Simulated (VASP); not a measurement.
Consider the following.

```
CELL_PARAMETERS angstrom
      3.42450     0.00000     0.00000
      0.00000     3.42450     0.00000
      0.00000     0.00000     3.42450
ATOMIC_POSITIONS crystal
  Tb 0.50000 0.50000 0.50000
  Cu 0.00000 0.00000 0.00000
```

All values below come from PBEsol GGA, VASP's PBE PAW potentials (set 64) (plane waves; VASP 6.6.1). Run with 400 eV cut-off, Gaussian smearing of 0.050 eV, potentials Tb_3 Cu.

The 4f electrons are frozen in the core of the lanthanide potential, so 4f levels, which can set the real gap, and their magnetism are missing.

**Question.** Predict the band gap (along the path) with the smallest direct gap where there is one.

**Answer.** 
band gap (along the path): none (metal, semimetal or under 0.01 eV)

The absolute energy has meaning only against runs of the same code, potentials and settings.

The structure comes from a computed database's TbCu entry (Pm-3m); how it stands against other phases isn't given here. It was relaxed first.
